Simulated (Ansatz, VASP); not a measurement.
# Cross-check of Ti2H2W2C2O3F (Ti2COF MXene under W2C(OH)2 MXene, AB) between VASP and Ansatz, part 3 of 3

Wanted: the spread between two codes on one cell, functional and k mesh. Of the first pair: The structure shown is the start of the Ansatz relaxation below; VASP solves that cell, so the two are compared at the walk's first step.

VASP 6.6.1 and Ansatz 0.2.0.

So far: Starting point; Ansatz: relaxation, PBE with D3(BJ); VASP: single point, PBE with D3(BJ), start cell, pair 1; Differences.

## 6. VASP: single point, PBE with D3(BJ), relaxed cell, pair 2

Level of this step: PBE with D3(BJ), zero-moment start; plane waves and PAW (F, Ti_sv, C, O, H, W) (VASP).

The same cell, functional, mesh and smearing now go to VASP, with its own data sets.

The input, INCAR:

```
SYSTEM = Ti2H2W2C2O3F
PREC = Accurate
ENCUT = 520
EDIFF = 1E-06
NELM = 200
ISMEAR = -1
SIGMA = 0.05
LREAL = .FALSE.
ALGO = Normal
GGA = PE
IVDW = 12
NBANDS = 53
ISPIN = 2
MAGMOM = 0 -0 -0 0 -0 0 0 0 -0 -0 -0 -0
LASPH = .TRUE.
LMAXMIX = 4
LORBIT = 11
LWAVE = .FALSE.
LCHARG = .FALSE.
ISIF = 2
LDIPOL = .TRUE.
IDIPOL = 3
DIPOL = 0.5 0.5 0.502
LVHAR = .TRUE.
GGA_COMPAT = .FALSE.
NELMDL = -8
KPAR = 2
```

The input, POSCAR:

```
Ti2H2W2C2O3F
1.0
    2.9643330495      0.0000000000      0.0000000000
   -1.4821665247      2.5671877261      0.0000000000
    0.0000000000      0.0000000000     58.4036721500
F Ti C O H W
1 2 2 3 2 2
Direct
    0.3333333333      0.6666666667      0.3852547625
    0.6666666667      0.3333333333      0.4071767991
    0.3333333333      0.6666666667      0.4473942748
    0.0000000000      0.0000000000      0.4268106573
    0.3333333333      0.6666666667      0.5564396300
    0.6666666667      0.3333333333      0.4680383422
    0.6666666667      0.3333333333      0.5116971169
    0.0000000000      0.0000000000      0.6031899538
    0.6666666667      0.3333333333      0.4854653423
    0.0000000000      0.0000000000      0.6200034676
    0.0000000000      0.0000000000      0.5331384604
    0.6666666667      0.3333333333      0.5780067836
```

The input, KPOINTS:

```
Automatic mesh
0
Gamma
12 12 1
0 0 0
```

The projector-augmented-wave data sets are F, Ti_sv, C, O, H and W (PBE family, release 64).

Run with:

```
$ mpirun -np 2 vasp_std
```

Numbers of over 12 decimals in the logs are rounded to 6 here.

Output:

```text
[banner, memory and clock lines left out]
running    2 mpi-ranks, on    1 nodes
[...]
LDA part: xc-table for (Slater+PW92), standard interpolation
 [... a notice as in an earlier step ...]

 POSCAR, INCAR and KPOINTS ok, starting setup
[...]
entering main loop
       N       E                     dE             d eps       ncg     rms          rms(c)
DAV:   1     0.730581036143E+03    0.73058E+03   -0.32325E+04  4572   0.112E+03
DAV:   2    -0.338266696097E+01   -0.73396E+03   -0.70390E+03  5082   0.333E+02
DAV:   3    -0.109520948175E+03   -0.10614E+03   -0.10429E+03  5622   0.129E+02
DAV:   4    -0.117712695528E+03   -0.81917E+01   -0.81453E+01  6584   0.331E+01
[...]
DAV:  50    -0.977517787186E+02   -0.27605E-05   -0.32465E-06  3042   0.594E-03    0.165E-03
DAV:  51    -0.977517819040E+02   -0.31854E-05   -0.14096E-06  3147   0.370E-03    0.160E-03
DAV:  52    -0.977517828269E+02   -0.92296E-06   -0.71778E-07  2972   0.262E-03
   1 F= -.10063360E+03 E0= -.10061508E+03  d E =-.370285E-01  mag=    -0.0005
```

OUTCAR, selected parts (step 6):

```text
 Edisp (eV)   -2.88181

  Total      -0.14423    -0.14423    -0.01252    -0.00000     0.00000     0.00000
  in kB      -0.51993    -0.51993    -0.04514    -0.00000     0.00000     0.00000
  external pressure =       -0.36 kB  Pullay stress =        0.00 kB

 POSITION                                       TOTAL-FORCE (eV/Angst)
 -----------------------------------------------------------------------------------
     -0.00000      1.71146     22.50029         0.000000     -0.000000     -0.030485
      1.48217      0.85573     23.78062        -0.000000     -0.000000      0.000073
     -0.00000      1.71146     26.12947         0.000000      0.000000      0.012694
      0.00000      0.00000     24.92731         0.000000      0.000000     -0.002911
     -0.00000      1.71146     32.49812         0.000000      0.000000      0.004057
      1.48217      0.85573     27.33516         0.000000      0.000000     -0.056005
      1.48217      0.85573     29.88499        -0.000000      0.000000     -0.040832
      0.00000      0.00000     35.22851        -0.000000      0.000000     -0.138500
      1.48217      0.85573     28.35296         0.000000      0.000000      0.101393
      0.00000      0.00000     36.21048         0.000000      0.000000      0.074669
      0.00000      0.00000     31.13724        -0.000000      0.000000      0.020233
      1.48217      0.85573     33.75772        -0.000000      0.000000      0.055613
 -----------------------------------------------------------------------------------
    total drift:                                0.000000      0.000000     -0.000742

  FREE ENERGIE OF THE ION-ELECTRON SYSTEM (eV)
  ---------------------------------------------------
  free  energy   TOTEN  =      -100.6335963525 eV

  energy  without entropy=     -100.5965678652  energy(sigma->0) =     -100.61508211

 magnetization (x)
# of ion       s       p       d       tot
------------------------------------------
    1        0.000   0.000   0.000   0.000
    2        0.000  -0.000  -0.000  -0.000
    3       -0.000  -0.000  -0.000  -0.000
    4        0.000   0.000   0.000   0.000
    5        0.000   0.000   0.000   0.000
    6        0.000   0.000   0.000   0.000
    7        0.000  -0.000   0.000   0.000
    8       -0.000  -0.000   0.000  -0.000
    9       -0.000  -0.000   0.000  -0.000
   10       -0.000  -0.000   0.000  -0.000
   11       -0.000  -0.000  -0.000  -0.000
   12       -0.000  -0.000  -0.000  -0.000
--------------------------------------------------
tot         -0.000  -0.000  -0.000  -0.000

[... 1 part as in an earlier step ...]

[... 2 further parts left out ...]
[key lines of the parts left out:]
E-fermi :  -0.6966
```

## 7. Side by side

What differs besides the data sets and the points named for the pairs above, as far as they apply: the data sets hold 87 valence electrons in Ansatz (on its default PAW (the set named soft_2) files) and 71 in VASP. Total energies have different zeros and are not compared.

Forces on 7 of the 12 atoms, those with the largest forces and the largest differences (eV/Å; atoms numbered as in POSCAR):

```
atom        Ansatz x, y, z          VASP x, y, z
  F1   0.000, 0.000, 0.000  0.000, 0.000, -0.030
  O6  0.000, 0.000, -0.003  0.000, 0.000, -0.056
  O7   0.000, 0.000, 0.000  0.000, 0.000, -0.041
  O8  0.000, 0.000, -0.001  0.000, 0.000, -0.139
  H9   0.000, 0.000, 0.001   0.000, 0.000, 0.101
 H10   0.000, 0.000, 0.000   0.000, 0.000, 0.075
 W12   0.000, 0.000, 0.001   0.000, 0.000, 0.056
```

The forces differ by 35 meV/Å r.m.s., where the r.m.s. force is 0.001 eV/Å in Ansatz and 0.035 eV/Å in VASP: the atoms lie near their places of rest in Ansatz, so a percentage would say little (all taken over all components). With vacuum in the cell, a pressure given here is an average over mostly empty space and none of the material.

## 8. Results

```yaml
r_m_s_force_difference_single_point_pbe_with_d3_bj_start_cell_pair_1: 1.6 % of the r.m.s. force
r_m_s_force_difference_single_point_pbe_with_d3_bj_relaxed_cell_pair_2: 35 meV/Å
```

**Reading.** The r.m.s. force difference is 35 meV/Å (single point, PBE with D3(BJ), relaxed cell, pair 2), beyond the 12 meV/Å picked in this series as the mark of a large difference. The data sets hold unlike numbers of valence electrons (87 in Ansatz and 71 in VASP), so part of the differences comes from the potentials. What causes the difference of the single point, PBE with D3(BJ), relaxed cell, pair 2 pair stays open here. How closely two codes agree says nothing of how well the functional describes the real material.

[Lines on the potential files, build, host, timing and source positions are cut from VASP's logs without a mark.]

[Logs are printed without paths, hosts, clocks, repeated set-up lines and the standing remarks that a program may print on its own settings, such as how far it seeks lower states.]

[Hosts, paths, dates, database ids (printed as entryN), source tags and the programs' standing remarks are cut or masked in the printed files.]
